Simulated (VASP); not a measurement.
LaMg2 (mix), 6 atoms in the cell. Symmetry: Fd-3m, No. 227, cubic system. Conventional cell: a = 8.682 Å, b = 8.682 Å, c = 8.682 Å, α = 90.00°, β = 90.00°, γ = 90.00°. Around La (site symmetry -43m) lie 12 Mg at 3.60 Å and 4 La at 3.76 Å. Mg (site symmetry -3m) is surrounded by 6 Mg at 3.07 Å. 

| Quantity | Value |
| --- | --- |
| Program | VASP 6.6.1 |
| Task | single point |
| Functional | PBEsol |
| Potentials or basis | VASP PAW PBE potentials, release 64 (La, Mg) |
| Cutoff | 520 eV |
| k mesh | 8 × 8 × 8 |
| Occupations | gaussian, width 0.1 eV |
| Spin | no spin polarisation |
| Dipole correction | no |
| Further INCAR settings | ALGO = Fast; EDIFF = 1e-06; NBANDS = 24 |

Potentials or basis: VASP PAW PBE potentials, release 64 (La, Mg).

Command:

```sh
$ cat potpaw_PBE.64/La/POTCAR potpaw_PBE.64/Mg/POTCAR > POTCAR
$ mpirun -np 1 vasp_std > vasp.out
```

Hardware: 1 thread of Intel(R) Xeon(R) 6975P-C (Granite Rapids), on a shared host.

Q: How long does it take, and how much memory?

A: It took 5.3 min on 1 thread of Intel(R) Xeon(R) 6975P-C (Granite Rapids) (shared host), peak memory 0.41 GiB. Counts: scf iterations 43, k points 29.
